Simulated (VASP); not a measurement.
Write the native input for VASP 6.6.1 that does the following.

```yaml
Task: relaxation of cell and atoms
Functional: PBE
Potentials_or_basis: VASP PAW PBE potentials, release 64 (Cd, Te, O)
Cutoff: 520 eV
k_mesh: 3 × 3 × 3
Occupations: gaussian, width 0.15 eV
Spin: no spin polarisation
Further_INCAR_settings: PREC = Normal; ALGO = Fast; EDIFF = 0.0001; IBRION = 2; EDIFFG = -0.08; NSW = 24; ISIF = 3
```

The structure of Cd4TeO3 lies in POSCAR:

```
Cd4TeO3
1.0
   -3.5373941100      3.5373941100      3.0360953000
    3.5373941100     -3.5373941100      3.0360953000
    3.5373941100      3.5373941100     -3.0360953000
Cd Te O
4 1 3
Direct
    0.5000000000      0.5000000000      0.5000000000
    0.0000000000      0.0000000000      0.5000000000
    0.5000000000      0.0000000000      0.0000000000
    0.0000000000      0.5000000000      0.0000000000
    0.5000000000      0.5000000000      0.0000000000
    0.5000000000      0.0000000000      0.5000000000
    0.0000000000      0.5000000000      0.5000000000
    0.0000000000      0.0000000000      0.0000000000
```

The cell was built by a generator and needn't be a form met in nature.

The input as run:

INCAR

```
SYSTEM = Cd4TeO3
  PREC = Normal
  ENCUT = 520
  EDIFF = 1E-4
  ISMEAR = 0
  SIGMA = 0.15
  LREAL = .False.
  LASPH = .True.
  NELM = 60
  ALGO = Fast
  ISIF = 3
  LWAVE = .False.
  LCHARG = .False.
  GGA = PE
  IBRION = 2
  NSW = 24
  EDIFFG = -0.08
```

KPOINTS

```
Automatic mesh
0
Gamma
  3 3 3
  0 0 0
```

Potentials or basis: VASP PAW PBE potentials, release 64 (Cd, Te, O).

Run with:

```console
$ cat potpaw_PBE.64/Cd/POTCAR potpaw_PBE.64/Te/POTCAR potpaw_PBE.64/O/POTCAR > POTCAR
$ mpirun -np 1 vasp_std > vasp.out
```

Results of the run:

* Relaxed volume: 16.70 Å³/atom
* Relaxed cell: a = 5.579 Å, b = 5.579 Å, c = 5.579 Å, α = 109.44°, β = 109.44°, γ = 109.54°
* Space group after relaxing (to 0.05 Å): Im-3m (No. 229)
* Energy gained by relaxing: 129.7 meV/atom
* Ionic steps: 8
* Pressure after relaxing: -0.1 GPa
* Band gap on the k mesh: none (metal or under the smearing width)

Caveat: the k mesh is coarse (spacing up to 0.45 Å⁻¹), so the values aren't converged.

It took 2.5 min on 1 thread of Intel(R) Xeon(R) Platinum 8259CL CPU @ 2.50GHz (Skylake/Cascade Lake), with other jobs on the host, peak memory 0.23 GiB.
